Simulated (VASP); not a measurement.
Computed with MS2 meta-GGA, VASP's PBE PAW potentials (set 64) (plane waves; VASP).

The input files of a VASP run:

**KPOINTS_OPT**
```
k-points along high-symmetry lines
10
Line-mode
Reciprocal
  0.000000   0.000000   0.000000 ! GAMMA
  0.500000  -0.500000   0.500000 ! H

  0.500000  -0.500000   0.500000 ! H
  0.000000  -0.000000   0.500000 ! N

  0.000000  -0.000000   0.500000 ! N
  0.000000   0.000000   0.000000 ! GAMMA

  0.000000   0.000000   0.000000 ! GAMMA
  0.250000   0.250000   0.250000 ! P

  0.250000   0.250000   0.250000 ! P
  0.500000  -0.500000   0.500000 ! H

  0.250000   0.250000   0.250000 ! P
  0.000000  -0.000000   0.500000 ! N
```

### KPOINTS
```
Automatic
0
G
13 13 13
```

POSCAR:
```
Eu
3.7393420
 -0.5773502293   0.5773502293   0.5773502293
  0.5773502293  -0.5773502293   0.5773502293
  0.5773502293   0.5773502293  -0.5773502293
Eu
1
direct
  0.0000000000   0.0000000000   0.0000000000
```

### INCAR
```
! general
SYSTEM =Eu
PREC   =Accurate
ENCUT  =520
LREAL  =.FALSE.
LASPH  =.TRUE.

! electronic loop
EDIFF  =1E-7
NELM   =100
ALGO   =Normal
LMAXMIX=6
LMIXTAU=.TRUE.

! smearing
ISMEAR =-5

! functional
METAGGA=MS2

! ions
ISIF   =2

! output
LWAVE  =.FALSE.
LCHARG =.FALSE.
LORBIT =11
NEDOS  =601
```

POTCAR, in this order: Eu_2 (PBE.64 set). Program: vasp_std.

The resulting files:

File OSZICAR:
```
       N       E                     dE             d eps       ncg     rms          rms(c)
DAV:   1     0.251251888708E+02    0.25125E+02   -0.42428E+03  1344   0.944E+02
DAV:   2     0.109704705421E+02   -0.14155E+02   -0.14082E+02  1664   0.120E+02
DAV:   3     0.105335156843E+02   -0.43695E+00   -0.42511E+00  2104   0.187E+01
DAV:   4     0.105284991082E+02   -0.50166E-02   -0.49655E-02  1872   0.187E+00
DAV:   5     0.105284779301E+02   -0.21178E-04   -0.20849E-04  2152   0.149E-01    0.104E+01
DAV:   6     0.102654604634E+02   -0.26302E+00   -0.24803E+00  1840   0.191E+01    0.351E+00
DAV:   7     0.101531887019E+02   -0.11227E+00   -0.17435E-01  2104   0.576E+00    0.144E+00
DAV:   8     0.101313972343E+02   -0.21791E-01   -0.10004E-01  1912   0.457E+00    0.231E-01
DAV:   9     0.101452651065E+02    0.13868E-01   -0.94787E-02  1992   0.401E+00    0.219E-01
DAV:  10     0.101078905925E+02   -0.37375E-01   -0.78980E-02  1648   0.343E+00    0.251E-01
DAV:  11     0.101079643249E+02    0.73732E-04   -0.78699E-04  2280   0.315E-01    0.103E-01
DAV:  12     0.101080702207E+02    0.10590E-03   -0.74294E-05  2192   0.132E-01    0.505E-02
DAV:  13     0.101079230215E+02   -0.14720E-03   -0.41513E-05  2064   0.826E-02    0.269E-02
DAV:  14     0.101079415050E+02    0.18483E-04   -0.10857E-05  1408   0.318E-02    0.212E-02
DAV:  15     0.101079405150E+02   -0.98996E-06   -0.10608E-06  1712   0.969E-03    0.168E-02
DAV:  16     0.101079305793E+02   -0.99357E-05   -0.40518E-06  1392   0.204E-02    0.999E-03
DAV:  17     0.101079268290E+02   -0.37503E-05   -0.76863E-07  1440   0.937E-03    0.109E-03
DAV:  18     0.101079261727E+02   -0.65626E-06   -0.12831E-07  1752   0.455E-03    0.969E-04
DAV:  19     0.101079261691E+02   -0.36259E-08   -0.77239E-08  1408   0.312E-03
   1 F= 0.10107926E+02 E0= 0.10107926E+02  d E =0.000000E+00
       N       E                     dE             ncg
```

**OUTCAR**
```
------------------------ aborting loop because EDIFF is reached ----------------------------------------
  FORCE on cell =-STRESS in cart. coord.  units (eV):
  Direction    XX          YY          ZZ          XY          YZ          ZX
  --------------------------------------------------------------------------------------
  Total        0.0432206      0.0432206      0.0432206     -0.0000000     -0.0000000     -0.0000000
  in kB        1.7204342      1.7204342      1.7204342     -0.0000000     -0.0000000     -0.0000000
  external PRESSURE =       1.7204342 kB  Pullay stress =       0.0000000 kB
  volume of cell :       40.25
      direct lattice vectors                 reciprocal lattice vectors
    -2.158909961  2.158909961  2.158909961     0.000000000  0.231598357  0.231598357
     2.158909961 -2.158909961  2.158909961     0.231598357  0.000000000  0.231598357
     2.158909961  2.158909961 -2.158909961     0.231598357  0.231598357  0.000000000
 POSITION                                       TOTAL-FORCE (eV/Angst)
 -----------------------------------------------------------------------------------
      0.00000      0.00000      0.00000         0.000000     -0.000000     -0.000000
 -----------------------------------------------------------------------------------
    total drift:                                0.000000      0.000000      0.000000
  FREE ENERGIE OF THE ION-ELECTRON SYSTEM (eV)
  ---------------------------------------------------
  free  energy   TOTEN  =        10.1079261691 eV

  energy  without entropy=       10.1079261691  energy(sigma->0) =       10.10792617

 total charge

# of ion       s       p       d       tot
------------------------------------------
    1        0.454   6.290   0.543   7.286
```
(Selected blocks of OUTCAR.)

The 4f electrons are frozen in the core of the lanthanide potential, so 4f levels, which can set the real gap, and their magnetism are missing. For a metal the tetrahedron method with Blöchl corrections gives inexact stress and forces.

The compound is Eu in the bcc structure. It was relaxed first, which changed the volume by -16 %.
